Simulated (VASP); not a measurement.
# AlIn2 (P4/mmm) in VASP: relaxation of cell and atoms with PBE

Aim: the relaxation of cell and atoms of AlIn2 with PBE.

Program: VASP 6.6.1. These are calculated values, not measurements. Logs are shortened: lines on timing, memory, paths and dates and some standing lists are left out, and cuts for length are marked.

**1. The structure**

The structure is tetragonal, space group P4/mmm (No. 123). Conventional cell: a = 3.615 Å, b = 3.615 Å, c = 5.214 Å, α = 90.00°, β = 90.00°, γ = 90.00°. Al (site symmetry 4/mmm) is surrounded by 4 In at 2.56 Å. In (site symmetry 4/mmm) is surrounded by 4 Al at 2.56 Å and 2 In at 2.61 Å. In (site symmetry 4/mmm) has 2 In at 2.61 Å as nearest neighbours.

The cell was built by a generator and needn't be a form met in nature.

**2. Relaxation of cell and atoms, PBE**

Input file INCAR:

```
SYSTEM = AlIn2
PREC = Normal
ENCUT = 520
EDIFF = 1E-4
ISMEAR = 0
SIGMA = 0.15
LREAL = .False.
LASPH = .True.
NELM = 60
ALGO = Fast
ISIF = 3
LWAVE = .False.
LCHARG = .False.
GGA = PE
IBRION = 2
NSW = 24
EDIFFG = -0.08
```

Input file KPOINTS:

```
regular mesh
0
Gamma
  6 6 4
  0 0 0
```

Input file POSCAR:

```
AlIn2
1.0
    3.6150117600      0.0000000000      0.0000000000
    0.0000000000      3.6150117600      0.0000000000
    0.0000000000      0.0000000000      5.2138981900
Al In
1 2
Direct
    0.0000000000      0.0000000000      0.0000000000
    0.5000000000      0.5000000000      0.0000000000
    0.5000000000      0.5000000000      0.5000000000
```

Potentials or basis: VASP PAW PBE potentials, release 64 (Al, In_d).

Launch:

```sh
$ cat potpaw_PBE.64/Al/POTCAR potpaw_PBE.64/In_d/POTCAR > POTCAR
$ mpirun -np 1 vasp_std > vasp.out
```

OUTCAR:

```text
SYSTEM = AlIn2
   PREC = Normal
   ENCUT = 520
   EDIFF = 1E-4
   ISMEAR = 0
   LREAL = .False.
   LASPH = .True.
   NELM = 60
   ISIF = 3
   GGA = PE
   IBRION = 2
   NSW = 24
   EDIFFG = -0.08

 ion  position               nearest neighbor table
   1  0.000  0.000  0.000-   2 2.56   2 2.56   2 2.56   2 2.56   3 3.65   3 3.65   3 3.65   3 3.65
                             3 3.65   3 3.65   3 3.65   3 3.65
   2  0.500  0.500  0.000-   1 2.56   1 2.56   1 2.56   1 2.56   3 2.61   3 2.61
   3  0.500  0.500  0.500-   2 2.61   2 2.61   1 3.65   1 3.65   1 3.65   1 3.65   1 3.65   1 3.65
                             1 3.65   1 3.65

  LATTYP: Found a simple tetragonal cell.
 ALAT       =     3.6150117600
 C/A-ratio  =     1.4422907963

  Lattice vectors:

 A1 = (   3.6150117600,   0.0000000000,   0.0000000000)
 A2 = (   0.0000000000,   3.6150117600,   0.0000000000)
 A3 = (   0.0000000000,   0.0000000000,   5.2138981900)

Analysis of symmetry for initial positions (statically):
=====================================================================
 Subroutine PRICEL returns:
 Original cell was already a primitive cell.

 Routine SETGRP: Setting up the symmetry group for a
 simple tetragonal supercell.

 Subroutine GETGRP returns: Found 16 space group operations
 (whereof 16 operations were pure point group operations)
 out of a pool of 16 trial point group operations.

The static configuration has the point symmetry D_4h.

Analysis of symmetry for dynamics (positions and initial velocities):
=====================================================================
 Subroutine PRICEL returns:
 Original cell was already a primitive cell.

 Routine SETGRP: Setting up the symmetry group for a
 simple tetragonal supercell.

 Subroutine GETGRP returns: Found 16 space group operations
 (whereof 16 operations were pure point group operations)
 out of a pool of 16 trial point group operations.

The dynamic configuration has the point symmetry D_4h.

 Subroutine INISYM returns: Found 16 space group operations
 (whereof 16 operations are pure point group operations),
 and found     1 'primitive' translations

----------------------------------------------------------------------------------------

                                     Primitive cell

  volume of cell :      68.1368

  direct lattice vectors                    reciprocal lattice vectors
     3.615011760  0.000000000  0.000000000     0.276624273  0.000000000  0.000000000
     0.000000000  3.615011760  0.000000000     0.000000000  0.276624273  0.000000000
     0.000000000  0.000000000  5.213898190     0.000000000  0.000000000  0.191795076

  length of vectors
     3.615011760  3.615011760  5.213898190     0.276624273  0.276624273  0.191795076

  position of ions in fractional coordinates (direct lattice)
     0.000000000  0.000000000  0.000000000
     0.500000000  0.500000000  0.000000000
     0.500000000  0.500000000  0.500000000

  ion indices of the primitive-cell ions
   primitive index   ion index
                 1           1
                 2           2
                 3           3

----------------------------------------------------------------------------------------

 KPOINTS: regular mesh

Automatic generation of k-mesh.
 Grid dimensions read from file:
 generate k-points for:    6    6    4

 Generating k-lattice:

  Cartesian coordinates                     Fractional coordinates (reciprocal lattice)
     0.046104046  0.000000000  0.000000000     0.166666667  0.000000000  0.000000000
     0.000000000  0.046104046  0.000000000     0.000000000  0.166666667  0.000000000
     0.000000000  0.000000000  0.047948769     0.000000000  0.000000000  0.250000000

  Length of vectors
     0.046104046  0.046104046  0.047948769

  Shift w.r.t. Gamma in fractional coordinates (k-lattice)
     0.000000000  0.000000000  0.000000000

 Subroutine IBZKPT returns following result:
 ===========================================

 Found     30 irreducible k-points:

 Following reciprocal coordinates:
            Coordinates               Weight
  0.000000  0.000000  0.000000      1.000000
  0.166667  0.000000  0.000000      4.000000
  0.333333  0.000000  0.000000      4.000000
  0.500000  0.000000  0.000000      2.000000
  0.166667  0.166667  0.000000      4.000000
  0.333333  0.166667  0.000000      8.000000
[... 16 lines left out ...]
  0.333333  0.000000  0.500000      4.000000
  0.500000  0.000000  0.500000      2.000000
 [... further k-points ...]
   k-points           NKPTS =     30   k-points in BZ     NKDIM =     30   number of bands    NBANDS=     18
   number of dos      NEDOS =    301   number of ions     NIONS =      3
   total plane-waves  NPLWV =  12000
   dimension x,y,z NGX =    20 NGY =   20 NGZ =   30
   dimension x,y,z NGXF=    40 NGYF=   40 NGZF=   60
   ions per type =               1   2
   NGX,Y,Z   is equivalent  to a cutoff of   9.20,  9.20,  9.57 a.u.
   NGXF,Y,Z  is equivalent  to a cutoff of  18.40, 18.40, 19.13 a.u.
 SYSTEM =  AlIn2
   PREC   = normal    normal or accurate (medium, high low for compatibility)
   ISTART =      0    job   : 0-new  1-cont  2-samecut
   ICHARG =      2    charge: 1-file 2-atom 10-const
   ISPIN  =      1    spin polarized calculation?
   LNONCOLLINEAR =      F non collinear calculations
   LSORBIT =      F    spin-orbit coupling
   LASPH  =      T    aspherical Exc in radial PAW
   ENCUT  =  520.0 eV  38.22 Ry    6.18 a.u.   6.72  6.72  9.69*2*pi/ulx,y,z
   NELM   =     60;   NELMIN=  2; NELMDL= -5     # of ELM steps
   EDIFF  = 0.1E-03   stopping-criterion for ELM
   LREAL  =      F    real-space projection
   EDIFFG = -.8E-01   stopping-criterion for IOM
   NSW    =     24    number of steps for IOM
   IBRION =      2    ionic relax: 0-MD 1-quasi-New 2-CG
   NFREE  =      1    steps in history (QN), initial steepest desc. (CG)
   ISIF   =      3    stress and relaxation
   ISYM   =      2    0-nonsym 1-usesym 2-fastsym
   POTIM  = 0.5000    time-step for ionic-motion
   TEBEG  =    0.0;   TEEND  =   0.0 temperature during run
   PSTRESS=    0.0 pullay stress
   NELECT =      29.0000    total number of electrons
   NUPDOWN=      -1.0000    fix difference up-down
   EMIN   =  10.00;   EMAX   =-10.00  energy-range for DOS
   EFERMI =   0.00;   METHOD = LEGACY
   ISMEAR =     0;   SIGMA  =   0.15  broadening in eV -4-tet -1-fermi 0-gaus
   EFERMI_NEDOS =   21; number of points for ismear=-14 and -15
   IALGO  =     68    algorithm
   IMIX   =      4    mixing-type and parameters
     AMIX     =   0.40;   BMIX     =  1.00
     AMIX_MAG =   1.60;   BMIX_MAG =  1.00
  volume/ion in A,a.u.               =      22.71       153.27
  Fermi-wavevector in a.u.,A,eV,Ry     =   1.231441  2.327086 20.632503  1.516446
  Thomas-Fermi vector in A             =   2.366250
   LORBIT       =      0    0 simple, 1 ext, 2 COOP (PROOUT), +10 PAW based schemes
   GGA     = PE    functional components
   LHFCALC =     F    Hartree Fock is set to
   AEXX    =    0.0000 exact exchange contribution
   IVDW    =     0    specifies the selected vdW correction
   LEPSILON=     F    determine dielectric tensor
   LRPA    =     F    only Hartree local field effects (RPA)
 conjugate gradient relaxation of ions
 non-spin polarized calculation
 RMM-DIIS sequential band-by-band and
 Gauss-broadening in eV      SIGMA  =   0.15
  energy-cutoff  :      520.00
  volume of cell :       68.14
 maximum number of plane-waves:      1868
   NGX = 13   NGY = 13   NGZ = 19

--------------------------------------- Ionic step        1  -------------------------------------------

 number of electron      28.9999979 magnetization

 Free energy of the ion-electron system (eV)
  ---------------------------------------------------
  ext. energy  EPLUGINS =         0.00000000
  ---------------------------------------------------
  free energy    TOTEN  =        -6.41106087 eV

  energy without entropy =       -6.40029688  energy(sigma->0) =       -6.40567888

 E-fermi :   7.6893     XC(G=0): -10.1483

 val. band max:        7.5722919569   @ k =   0.5000   0.3333   0.0000
 cond. band min:       7.8211055162   @ k =   0.5000   0.1667   0.0000
 fundamental gap:      0.2488135593
 Fermi energy:         7.6893404675

 k-point     1 :       0.0000    0.0000    0.0000
  band No.  band energies     occupation
      1      -8.2688      2.00000
      2      -7.5424      2.00000
      3      -7.5424      2.00000
      4      -7.4332      2.00000
      5      -7.3823      2.00000
      6      -7.0892      2.00000
[... 10 lines left out ...]
     17      11.8678      0.00000
     18      13.1861      0.00000
[... 466 lines left out ...]
      2      -7.4562      2.00000
      3      -7.3381      2.00000
      4      -7.2577      2.00000
      5      -7.2436      2.00000
      6      -7.2412      2.00000
[... 10 lines left out ...]
     17      12.7484      0.00000
     18      13.3005      0.00000

 [... further k-points ...]

------------------------ aborting loop because EDIFF is reached ----------------------------------------

  FORCE on cell =-STRESS in cart. coord.  units (eV):
  Direction    XX          YY          ZZ          XY          YZ          ZX
  --------------------------------------------------------------------------------------
  -------------------------------------------------------------------------------------
  Total        7.6660891      7.6660891      9.1006156      0.0000000     -0.0000000      0.0000000
  in kB      180.2612872    180.2612872    213.9929055      0.0000000     -0.0000000      0.0000000
  external PRESSURE =     191.5051600 kB  Pullay stress =       0.0000000 kB
[... 244 lines left out ...]
  energy  without entropy=       -7.5019272207  energy(sigma->0) =       -7.51171207

--------------------------------------- Ionic step        8  -------------------------------------------

 number of electron      28.9999873 magnetization

 Free energy of the ion-electron system (eV)
  ---------------------------------------------------
  ext. energy  EPLUGINS =         0.00000000
  ---------------------------------------------------
  free energy    TOTEN  =        -7.52223092 eV

  energy without entropy =       -7.50201532  energy(sigma->0) =       -7.51212312

 E-fermi :   4.6051     XC(G=0):  -8.7846

 val. band max:        4.5404589701   @ k =   0.5000   0.0000   0.0000
 cond. band min:       4.6276635589   @ k =   0.3333   0.1667   0.2500
 fundamental gap:      0.0872045888
 Fermi energy:         4.6050617723

 k-point     1 :       0.0000    0.0000    0.0000
  band No.  band energies     occupation
      1     -10.3564      2.00000
      2     -10.0806      2.00000
      3     -10.0685      2.00000
      4     -10.0685      2.00000
      5     -10.0072      2.00000
      6      -9.8661      2.00000
[... 10 lines left out ...]
     17       8.7870      0.00000
     18       8.9371      0.00000
[... 466 lines left out ...]
      2     -10.0235      2.00000
      3     -10.0180      2.00000
      4     -10.0133      2.00000
      5      -9.9915      2.00000
      6      -9.9232      2.00000
[... 10 lines left out ...]
     17       8.1838      0.00000
     18       8.4872      0.00000

 [... further k-points ...]

------------------------ aborting loop because EDIFF is reached ----------------------------------------

  FORCE on cell =-STRESS in cart. coord.  units (eV):
  Direction    XX          YY          ZZ          XY          YZ          ZX
  --------------------------------------------------------------------------------------
  -------------------------------------------------------------------------------------
  Total       -0.0539288     -0.0539288      0.0876814      0.0000000     -0.0000000     -0.0000000
  in kB       -0.9217985     -0.9217985      1.4987278      0.0000000     -0.0000000     -0.0000000
  external PRESSURE =      -0.1149564 kB  Pullay stress =       0.0000000 kB
[... 18 lines left out ...]
  FREE ENERGIE OF THE ION-ELECTRON SYSTEM (eV)
  ---------------------------------------------------
  free  energy   TOTEN  =        -7.5222309186 eV

  energy  without entropy=       -7.5020153197  energy(sigma->0) =       -7.51212312

 reached required accuracy - stopping structural energy minimisation
```

Wall time 50 s (1 thread of Intel Xeon Platinum 8488C (Sapphire Rapids), shared host); peak memory 0.16 GiB.

Results:

- Free energy: -7.5222 eV
- Relaxed volume: 31.24 Å³/atom
- Relaxed cell: a = 3.969 Å, b = 3.969 Å, c = 5.949 Å, α = 90.00°, β = 90.00°, γ = 90.00°
- Space group after relaxing (to 0.05 Å): P4/mmm (No. 123)
- Energy gained by relaxing: 370.4 meV/atom
- Ionic steps: 8
- Pressure after relaxing: 0.0 GPa
- Band gap on the k mesh: none (metal or under the smearing width)

The path:
| step | energy change (eV) | largest force (eV/Å) | pressure (GPa) | volume (Å³) |
| --- | --- | --- | --- | --- |
| 1 | 0.0000 | 0.0000 | 19.15 | 68.14 |
| 2 | -1.0810 | 0.0000 | -1.30 | 98.55 |
| 3 | -1.1060 | 0.0000 | 0.62 | 92.47 |
| 4 | -1.1047 | 0.0000 | -1.25 | 94.50 |
| 5 | -1.1063 | 0.0000 | 0.58 | 93.19 |
| 6 | -1.1059 | 0.0000 | -0.17 | 93.84 |
| 7 | -1.1104 | 0.0000 | -0.25 | 93.78 |
| 8 | -1.1112 | 0.0000 | -0.01 | 93.73 |

Final structure:
```yaml
crystal:
  lattice:
    - [3.96935, 0.00000, 0.00000]
    - [0.00000, 3.96935, 0.00000]
    - [0.00000, 0.00000, 5.94916]
  atoms:
    - { symbol: Al, position: [0.00000, 0.00000, 0.00000] }
    - { symbol: In, position: [0.50000, 0.50000, 0.00000] }
    - { symbol: In, position: [0.50000, 0.50000, 0.50000] }
```

Levels at points of the mesh, in eV from the Fermi level:
| k point | band 12 | band 13 | band 14 | band 15 | band 16 | band 17 |
| --- | --- | --- | --- | --- | --- | --- |
| (0.00, 0.00, 0.00) | -4.21 | -2.88 | 0.42 | 0.42 | 1.60 | 4.18 |
| (0.50, 0.00, 0.00) | -5.57 | -2.61 | -1.35 | -0.06 | 0.84 | 2.65 |
| (0.50, 0.50, 0.00) | -3.01 | -3.01 | -2.94 | -0.99 | -0.26 | 1.29 |
| (0.00, 0.00, 0.50) | -6.27 | 0.70 | 0.70 | 1.17 | 1.33 | 3.03 |
| (0.50, 0.00, 0.50) | -5.37 | -5.01 | -1.70 | 3.20 | 3.48 | 3.58 |
| (0.50, 0.50, 0.50) | -3.89 | -2.85 | -2.70 | -2.70 | 0.04 | 0.04 |

Caveat: the volume moved by over 15 % at a fixed basis, so the end points are rough; the relaxation stopped at a loose force limit of 0.08 eV/Å, so its end isn't a converged minimum.
